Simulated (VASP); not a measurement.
Here is the system:

```
PtC
1.0
    3.15822     0.00000     0.00000
   -1.57911     2.73510     0.00000
    0.00000     0.00000     5.21088
Pt C
2 2
Direct
  0.00000   0.00000   0.00000
  0.00000   0.00000   0.50000
  0.33333   0.66667   0.25000
  0.66667   0.33333   0.75000
```

Calculation: PBE GGA, VASP's PBE PAW potentials (set 64) (plane waves; VASP). Numerical set-up: 520 eV cut-off, Gaussian smearing of 0.050 eV, potentials Pt C.

Unless said otherwise, spin-orbit coupling is left out, though it shifts the bands of the heavy elements here.

Q: What does the run give for the band gap (along the path) with the smallest direct gap where there is one?

A: 
* **band gap (along the path)**: none (metal, semimetal or under 0.01 eV)

The absolute energy has meaning only against runs of the same code, potentials and settings.

The structure was generated: PtC was put into the NiAs type type (P6_3/mmc), which need not be its known phase. It was relaxed first.
